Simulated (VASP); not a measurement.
Here is the system:

```
CELL_PARAMETERS angstrom
      0.00000     2.87335     2.87335
      2.87335     0.00000     2.87335
     11.55067    11.55067    -0.05726
ATOMIC_POSITIONS crystal
  Zn 0.98585 0.98585 0.01061
  Zn 0.99947 0.99947 0.25040
  Zn 0.01174 0.01174 0.49119
  Se 0.24270 0.24270 0.06797
  Se 0.25543 0.25543 0.30843
  Se 0.26893 0.26893 0.54830
  Se 0.22782 0.22782 0.82913
  Hg 0.00805 0.00805 0.74396
```

Method: PBEsol GGA, VASP's PBE PAW potentials (set 64) (plane waves; VASP). Numerical set-up: 400 eV cut-off, 8×8×2 Γ-centred mesh, tetrahedra with Blöchl corrections, potentials Zn Se Hg.

Unless said otherwise, spin-orbit coupling is left out, though it shifts the bands of the heavy elements here.

Problem. Predict the energy per atom (σ→0), band gap (on the k-mesh) with the smallest direct gap where there is one.

Solution. 
The band gap (on the k-mesh) is 0.17 eV. The smallest direct gap (on the k-mesh) is 0.17 eV and the energy per atom (σ→0) is -3.117 eV/atom.

Only differences to runs with the same potentials and settings are physical.

The structure was generated: HgZn3Se4 was put into an ordered model structure (R3m), which need not be its known phase. It was relaxed first.
